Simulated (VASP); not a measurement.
Write the native input for VASP 6.6.1 that does the following.

* Task: single point
* Functional: PBE
* Potentials or basis: VASP PAW PBE potentials, release 64 (P, Sb, Zn)
* Cutoff: 520 eV
* k mesh: 4 × 4 × 4
* Occupations: gaussian, width 0.05 eV
* Spin: no spin polarisation
* Dipole correction: no
* Further INCAR settings: ALGO = Fast; EDIFF = 1e-06; NBANDS = 31

The structure of Zn3SbP lies in POSCAR:

```
Zn3SbP
1.0
    5.6351038877      0.0000000000      0.0000000000
    0.0000000000      5.6351038877      0.0000000000
    0.0000000000      0.0000000000      5.6351038877
P Sb Zn
1 1 3
Direct
    0.0000000000      0.0000000000      0.0000000000
    0.5000000000      0.5000000000      0.5000000000
    0.5000000000      0.5000000000      0.0000000000
    0.5000000000      0.0000000000      0.5000000000
    0.0000000000      0.5000000000      0.5000000000
```

The cell comes from a database or a generator and needn't be the stable form of this composition.

One way to write it, as run:

INCAR

```
SYSTEM = Zn3SbP
PREC = Accurate ; ENCUT = 520
EDIFF = 1E-6 ; ISMEAR = 0
SIGMA = 0.05 ; LREAL = .FALSE.
LASPH = .TRUE. ; NELM = 100
ALGO = Fast ; ISIF = 2
LWAVE = .FALSE. ; LCHARG = .FALSE.
GGA = PE ; NBANDS = 31
```

KPOINTS

```
regular mesh
0
G
  4 4 4
  0 0 0
```

Potentials or basis: VASP PAW PBE potentials, release 64 (P, Sb, Zn).

The run is started by

```bash
$ cat potpaw_PBE.64/P/POTCAR potpaw_PBE.64/Sb/POTCAR potpaw_PBE.64/Zn/POTCAR > POTCAR
$ mpirun -np 1 vasp_std > vasp.out
```

Results of the run:

The pressure is -4.9 GPa and the band gap on the k mesh is none (metal or under the smearing width).

It took 77 s on 1 thread of Intel(R) Xeon(R) Platinum 8488C (Sapphire Rapids), on a shared host, peak memory 0.28 GiB.
